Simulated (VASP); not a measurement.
All values below come from PBEsol GGA, VASP's PBE PAW potentials (set 64) (plane waves; VASP).

The input files of a VASP run:

INCAR:
```
SYSTEM=Mg
PREC=Accurate; ENCUT=480; LREAL=.False.
LASPH=.True.
EDIFF=1E-7; NELM=100; ALGO=Normal
ISMEAR=1; SIGMA=0.1
GGA=PS
ISIF=2
LWAVE=.False.; LCHARG=.False.
```

**KPOINTS**
```
K-points
0
G
12 12 8
0 0 0
```

### POSCAR
```
Mg
5.0915720
  0.3133634917  -0.5427615765   0.0000000000
  0.3133634917   0.5427615765   0.0000000000
  0.0000000000   0.0000000000   0.9999999962
Mg
2
Cartesian
  0.3133634917   0.1809208873   0.2499999991
  0.3133634917  -0.1809208873   0.7499999972
```

POTCAR, in this order: Mg (PBE.64 set). Program: vasp_std.

Task: What will the output report for the number of irreducible k-points (NKPTS), number of bands (NBANDS), largest plane-wave count, number of space-group operations, FFT grid (NGX, NGY, NGZ)?

Result: 
```yaml
number of irreducible k-points (NKPTS): 95
number of bands (NBANDS): 6
largest_plane_wave_count: 1092
number_of_space_group_operations: 24
FFT grid (NGX, NGY, NGZ): 24 × 24 × 36
```

The compound is Mg in the hcp structure. It was relaxed first.
